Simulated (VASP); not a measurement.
Crystal: Si2Mo.

```
Si Mo
1.0
    -1.60000    1.60000    3.93050
     1.60000   -1.60000    3.93050
     1.60000    1.60000   -3.93050
Si Mo
2 1
Direct
  0.33300 0.33300 0.00000
  0.66700 0.66700 0.00000
  0.00000 0.00000 0.00000
```

* Program: VASP 6.6.1
* Task: relaxation of cell and atoms
* Functional: PBE
* Potentials or basis: VASP PAW PBE potentials, release 64 (Si, Mo_sv)
* Cutoff: 520 eV
* k mesh: 6 × 6 × 6
* Occupations: gaussian, width 0.1 eV
* Spin: no spin polarisation

At the start: pressure 2.3 GPa; volume 13.42 Å³/atom.

How do energy, volume and symmetry change on relaxing?

Over 7 steps the energy falls by 2.5 meV/atom and the volume is 13.58 Å³/atom (+1.2 %); space group I4/mmm (No. 139, to 0.05 Å).

The path:
```tsv
step	energy change (eV)	largest force (eV/Å)	pressure (GPa)	volume (Å³)
1	0.0000	0.2576	2.30	40.25
2	-0.0010	0.0691	-3.13	41.38
3	-0.0060	0.1565	-0.62	40.83
4	-0.0074	0.0184	0.15	40.72
5	-0.0074	0.0134	0.01	40.74
6	-0.0075	0.0036	0.00	40.74
7	-0.0075	0.0002	0.00	40.74
```

Final structure:
```xyz
3
Lattice="-1.6084 1.6084 3.9372 1.6084 -1.6084 3.9372 1.6084 1.6084 -3.9372" Properties=species:S:1:pos:R:3 pbc="T T T"
Si    0.0000    0.0000    2.6366
Si    0.0000    0.0000    5.2379
Mo    0.0000    0.0000    0.0000
```

Caveat: the k mesh is coarse (spacing up to 0.46 Å⁻¹), so the values aren't converged.
